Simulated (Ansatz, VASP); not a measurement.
# Cross-check of H5C4 between VASP and Ansatz, part 2 of 2

Aim: how closely do two programs agree when they are given the same cell, functional and k mesh? The structure shown is frame 33 of Ansatz's trajectory.

VASP 6.6.1 and Ansatz 0.2.0.

So far: The starting structure; Ansatz: dynamics, r2SCAN with D3(BJ).

### Step 3. VASP: single point, r2SCAN with D3(BJ)

Level of this step: r2SCAN with D3(BJ); plane waves and PAW (C, H) (VASP).

The same cell, functional, mesh and smearing now go to VASP, with its own data sets.

Lines of VASP's logs that name or quote its potential files are left out, and so is its time.

Input file INCAR:

```
SYSTEM = H5C4
PREC = Accurate
ENCUT = 580
EDIFF = 1E-06
NELM = 120
ISMEAR = 0
SIGMA = 0.05
LREAL = Auto
ALGO = Normal
METAGGA = R2SCAN
IVDW = 12
VDW_S6 = 1
VDW_S8 = 0.78981345
VDW_A1 = 0.49484001
VDW_A2 = 5.73083694
LASPH = .TRUE.
NBANDS = 136
LORBIT = 11
LWAVE = .FALSE.
LCHARG = .FALSE.
ISIF = 2
GGA_COMPAT = .FALSE.
EFERMI = MIDGAP
LMIXTAU = .TRUE.
NCORE = 2
```

Input file POSCAR:

```
H5C4
1.0
    8.6862100000      0.0000000000      0.0000000000
    0.0000000000      8.6862100000      0.0000000000
    0.0000000000      0.0000000000      8.6862100000
C H
32 40
Direct
    0.9348380939      0.6523673731      0.0413413905
    0.8410802870      0.7907015833      0.0158757387
    0.7385844920      0.8443383248      0.1152171085
    0.6188544831      0.9556757205      0.0751766305
    0.5163702006      0.9984458124      0.1802051758
    0.4101443552      0.1141924959      0.1567657241
    0.3426580753      0.1771083131      0.2805481332
    0.2441571180      0.3033198599      0.2701408324
    0.2082611404      0.3804881531      0.3966517043
    0.1124310833      0.5138259379      0.3951550791
    0.0205728390      0.5681073794      0.5081387625
    0.9111914172      0.6853852255      0.4947151865
    0.8059901844      0.7238024409      0.6020232069
    0.7091585398      0.8511191878      0.5777318301
    0.5931816062      0.8898932906      0.6763248874
    0.4931955364      0.0273076520      0.6516190606
    0.5190871508      0.6031053820      0.3994492420
    0.4905246362      0.5499521656      0.5553054785
    0.5802991178      0.4431161577      0.6263145837
    0.5576310036      0.4048140674      0.7840473578
    0.6809989627      0.3480919757      0.8659127514
    0.6859608506      0.3334710996      0.0287121771
    0.7964578337      0.2738708827      0.1089197705
    0.8028012217      0.2535858562      0.2733643327
    0.8943256035      0.1544632239      0.3511888384
    0.9237400431      0.1469916108      0.5122832628
    0.0426653281      0.0563882292      0.5622590290
    0.0893945691      0.0249360768      0.7112998650
    0.1672881498      0.8957761786      0.7394824670
    0.2168149285      0.8617797636      0.8906531157
    0.2831039084      0.7270144286      0.9168670801
    0.3482071007      0.6734352497      0.0712278428
    0.9439790196      0.5999970067      0.9204935179
    0.8760898021      0.5753257174      0.1220209965
    0.0549721916      0.6663320366      0.0814048935
    0.8556551131      0.8478151000      0.9045832417
    0.7397127171      0.7883875706      0.2265429917
    0.5988572692      0.0075395368      0.9610060084
    0.5333281143      0.9602807208      0.3006950097
    0.3792793405      0.1425708105      0.0368400027
    0.3854039909      0.1405100729      0.3911026788
    0.1956779769      0.3422436252      0.1598625868
    0.2510761310      0.3305238994      0.5052030748
    0.0865279564      0.5595766163      0.2798688956
    0.0448757283      0.5299204141      0.6262455087
    0.9101668046      0.7573383559      0.3898593288
    0.8118960974      0.6771307624      0.7140168152
    0.7404725421      0.9207583054      0.4790121353
    0.5797465178      0.8124717224      0.7719362069
    0.5546838034      0.1148832460      0.5904646560
    0.4491256831      0.0713775053      0.7560489558
    0.3946024791      0.9792533222      0.5843630306
    0.6456786101      0.5957028439      0.3666961770
    0.4619390966      0.5176020382      0.3197366861
    0.4781832353      0.7177353529      0.3695052273
    0.3812940281      0.5844666431      0.6189235581
    0.6968171389      0.4194809934      0.5635023791
    0.4400192950      0.4130570180      0.8357615116
    0.7770362448      0.3046322850      0.7997043590
    0.5812201179      0.3866588535      0.0914437942
    0.8998746289      0.2236878915      0.0457391659
    0.7406222046      0.3405167501      0.3396302875
    0.9664399088      0.0825791686      0.2785219330
    0.8650723388      0.2285807044      0.5898890310
    0.0979713822      0.9792084235      0.4829609231
    0.0547419415      0.0951623320      0.8113665223
    0.2003635648      0.8188496479      0.6469449852
    0.1923278392      0.9390631818      0.9815212849
    0.3101122354      0.6561895234      0.8116428224
    0.3227759863      0.7699560568      0.1454259107
    0.4702511222      0.6602649487      0.0590821544
    0.3020765098      0.5667834418      0.1181527962
```

Input file KPOINTS:

```
Automatic mesh
0
Gamma
1 1 1
0 0 0
```

The projector-augmented-wave data sets are C and H (PBE family, release 64).

Launch:

```sh
mpirun -np 8 vasp_gam
```

Numbers of over 12 decimals in the logs are rounded to 6 here.

Output:

```text
[banner, memory and clock lines left out]
running    8 mpi-ranks, on    1 nodes
[...]
|                                                                             |
|               ----> ADVICE to this user running VASP <----                  |
|                                                                             |
|     You enforced a specific xc type in the INCAR file but a different       |
|     [... a line on the potential file left out ...]
|     I HOPE YOU KNOW WHAT YOU ARE DOING!                                     |
|                                                                             |

 LDA part: xc-table for (None), standard interpolation
 POSCAR, INCAR and KPOINTS ok, starting setup
[...]
entering main loop
       N       E                     dE             d eps       ncg     rms          rms(c)
DAV:   1     0.110122289479E+04    0.11012E+04   -0.92194E+04   272   0.127E+03
DAV:   2    -0.385798701852E+03   -0.14870E+04   -0.13947E+04   352   0.273E+02
DAV:   3    -0.525051651713E+03   -0.13925E+03   -0.13772E+03   344   0.856E+01
DAV:   4    -0.528428023179E+03   -0.33764E+01   -0.33678E+01   336   0.151E+01
[...]
DAV:  23    -0.453472864555E+03   -0.21497E-05   -0.36537E-06   272   0.766E-03    0.860E-04
DAV:  24    -0.453472865822E+03   -0.12672E-05   -0.16311E-06   208   0.532E-03    0.102E-03
DAV:  25    -0.453472866136E+03   -0.31405E-06   -0.50555E-07   200   0.264E-03
   1 F= -.45586986E+03 E0= -.45586986E+03  d E =-.544296-127
```

OUTCAR, selected parts (step 3):

```text
 POSITION                                       TOTAL-FORCE (eV/Angst)
 -----------------------------------------------------------------------------------
      8.12020      5.66660      0.35910         0.508847     -0.922187     -1.134821
      7.30580      6.86820      0.13790         0.961131      0.498426     -0.914807
      6.41550      7.33410      1.00080        -1.207352      0.667623     -0.774144
      5.37550      8.30120      0.65300         1.003480     -0.879286     -0.216506
      4.48530      8.67271      1.56530         0.978889     -0.412063      1.501404
      3.56260      0.99190      1.36170        -1.094014     -0.392723     -0.849166
      2.97640      1.53840      2.43690         0.006617      0.362173     -0.748526
      2.12080      2.63470      2.34650        -0.257406      0.086314     -1.011282
      1.80900      3.30500      3.44540        -0.746361      1.147418      2.089115
      0.97660      4.46320      3.43240        -0.469223     -0.433770     -1.203684
      0.17870      4.93470      4.41380         1.203345     -0.157897      1.476595
      7.91480      5.95340      4.29720        -0.025116      0.675940     -0.950877
      7.00100      6.28710      5.22930         0.779772      0.759136     -0.310093
      6.15990      7.39300      5.01830        -0.978011      0.640351      0.814069
[...]
-----------------------------------------------------------------------------------
    total drift:                               -0.003887      0.007713     -0.001267

  FREE ENERGIE OF THE ION-ELECTRON SYSTEM (eV)
  ---------------------------------------------------
  free  energy   TOTEN  =      -455.8698637646 eV

  energy  without entropy=     -455.8698637646  energy(sigma->0) =     -455.86986376

[... 1 further part left out ...]
```

The run ends at a pressure of 2.06 GPa, with forces up to 5.1 eV/Å.

### Step 4. Side by side

Known differences besides the potentials themselves: VASP keeps PBE cores, Ansatz makes them for the functional; the cutoff is 500 eV in Ansatz and 580 eV in VASP (PREC = Accurate, projectors in real space). Total energies have different zeros and are not compared.

Forces on 10 of the 72 atoms, those with the largest forces and the largest differences (eV/Å; atoms numbered as in POSCAR):

| atom | Ansatz x, y, z | VASP x, y, z |
| --- | --- | --- |
| C9 | -0.736, 1.121, 2.061 | -0.746, 1.147, 2.089 |
| C16 | -0.163, -2.067, -0.744 | -0.154, -2.073, -0.740 |
| C17 | 0.763, -0.909, -1.933 | 0.762, -0.902, -1.919 |
| C22 | -4.141, 2.402, -0.936 | -4.172, 2.417, -0.960 |
| C23 | 4.008, -2.735, 1.579 | 4.036, -2.747, 1.615 |
| C31 | 1.821, -2.180, 0.192 | 1.833, -2.215, 0.225 |
| H49 | -0.461, -0.045, 0.416 | -0.469, -0.083, 0.464 |
| H57 | -1.807, 0.040, 1.322 | -1.772, 0.034, 1.303 |
| H70 | 0.190, -0.106, 0.731 | 0.177, -0.057, 0.769 |
| H71 | 0.753, -0.065, 0.106 | 0.815, -0.072, 0.099 |

The forces differ by 26 meV/Å r.m.s., which is 3.0 % of the r.m.s. force of 0.868 eV/Å (both taken over all components).

### Step 5. Outcome

| Quantity | Value |
| --- | --- |
| r.m.s. force difference (single point, r2SCAN with D3(BJ)) | 3.0 % of the r.m.s. force |

The r.m.s. force difference is 3.0 % of the r.m.s. force (single point, r2SCAN with D3(BJ)), at about the 3 % picked in this series as the mark of a large difference. What causes the difference of the single point, r2SCAN with D3(BJ) pair stays open here. 2 further runs of this series are not shown here. Such differences can come from data sets, numerical settings and the points named under the comparisons, not from the functional's error against experiment.

[Lines on the potential files, build, host, timing and source positions are cut from VASP's logs without a mark.]

[Logs are printed without paths, hosts, clocks, repeated set-up lines and the standing remarks that a program may print on its own settings, such as how far it seeks lower states.]

[Hosts, paths, dates, database ids (printed as entryN), source tags and the programs' standing remarks are cut or masked in the printed files.]
